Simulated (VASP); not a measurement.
Data:

```
CELL_PARAMETERS angstrom
      0.00000     2.70051     2.70051
      2.70051     0.00000     2.70051
      2.70051     2.70051     0.00000
ATOMIC_POSITIONS crystal
  Yb 0.00000 0.00000 0.00000
```

All values below come from PW91 GGA, VASP's PBE PAW potentials (set 64) (plane waves; VASP 6.6.1). Settings: 520 eV cut-off, 8×8×8 Γ-centred mesh, Gaussian smearing of 0.050 eV, potentials Yb_2.

The 4f electrons are frozen in the core of the lanthanide potential, so 4f levels, which can set the real gap, and their magnetism are missing.

Task: Predict the energy per atom (σ→0).

Result: 
| Property | Result |
|---|---|
| energy per atom (σ→0) | -1.494 eV/atom |

The compound is Yb in the fcc structure. It was relaxed first. The start is the result of an earlier pass.
